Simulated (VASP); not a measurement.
Data:

```
BaS
1.0
    0.00000     3.08876     3.08876
    3.08876     0.00000     3.08876
    3.08876     3.08876     0.00000
Ba S
1 1
Direct
  0.00000   0.00000   0.00000
  0.50000   0.50000   0.50000
```

Computed with PBEsol GGA, VASP's PBE PAW potentials (set 64) (plane waves; VASP). Settings: 500 eV cut-off, 7×7×7 Γ-centred mesh, Gaussian smearing of 0.050 eV, potentials Ba_sv S.

**Question.** Predict the energy per atom (σ→0), pressure.

**Answer.** 
The energy per atom (σ→0) comes out as -5.320 eV/atom and the pressure is 4.95 GPa.

Only differences to runs with the same potentials and settings are physical.

The structure was generated: BaS was put into the rock salt type (Fm-3m), which need not be its known phase. It was relaxed first under an external pressure of 5 GPa.
